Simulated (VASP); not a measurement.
Given:

```xyz
2
Lattice="0.0000 2.1814 2.1814 2.1814 0.0000 2.1814 2.1814 2.1814 0.0000" Properties=species:S:1:pos:R:3 pbc="T T T"
Ta     0.0000     0.0000     0.0000
C      2.1814     2.1814     2.1814
```

The numbers are results of PBE GGA, VASP's PBE PAW potentials (set 64) (plane waves; VASP), not measurements. Settings: 620 eV cut-off, 14×14×14 Γ-centred mesh, first-order Methfessel-Paxton smearing of 0.10 eV, potentials Ta_pv C.

Unless said otherwise, spin-orbit coupling is left out, though it shifts the bands of the heavy elements here.

**Question.** Estimate the energy per atom (σ→0), pressure, band gap (on the k-mesh) with the smallest direct gap where there is one.

**Answer.** 
The band gap (on the k-mesh) comes out as none (metal, semimetal or under 0.01 eV), the energy per atom (σ→0) comes out as -1063.7 kJ/mol-atom and the pressure comes out as 29.99 GPa.

Only differences to runs with the same potentials and settings are physical.

The compound is TaC in the rock salt structure. It was relaxed first under an external pressure of 30 GPa. The electron count is odd and the run is not spin-polarised, which forces a metal.
